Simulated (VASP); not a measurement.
**Se (space group P3_121): computed properties**

Level of theory: PBE GGA with D3 dispersion (Becke-Johnson damping), VASP's PBE PAW potentials (set 64) (plane waves; VASP).

| Item | Value |
|---|---|
| space group | P3_121 (152) |
| cell | a = b = 4.077 Å, c = 5.132 Å, α = β = 90.00°, γ = 120.00° |
| volume per atom | 24.63 Å³/atom |
| band gap (over mesh and band path) | 0.47 eV |
| smallest direct gap (over mesh and band path) | 0.54 eV |
| band-edge character without spin-orbit coupling | indirect, L-H at 0.78 to H |
| band gap with spin-orbit coupling | 0.42 eV |
| density | 5.32 g/cm³ |

```xyz
3
Lattice="4.0773 0.0000 0.0000 -2.0387 3.5311 0.0000 0.0000 0.0000 5.1318" Properties=species:S:1:pos:R:3 pbc="T T T"
Se     1.0053     0.0000     1.7106
Se    -0.5026     0.8706     3.4212
Se     1.5360     2.6605     5.1318
```

The structure comes from a measured Se entry (P3_121) of the Crystallography Open Database, whose conditions weren't checked. It was relaxed first, which changed the volume by -6 %. Symmetry was kept, so distortions that lower it aren't found.
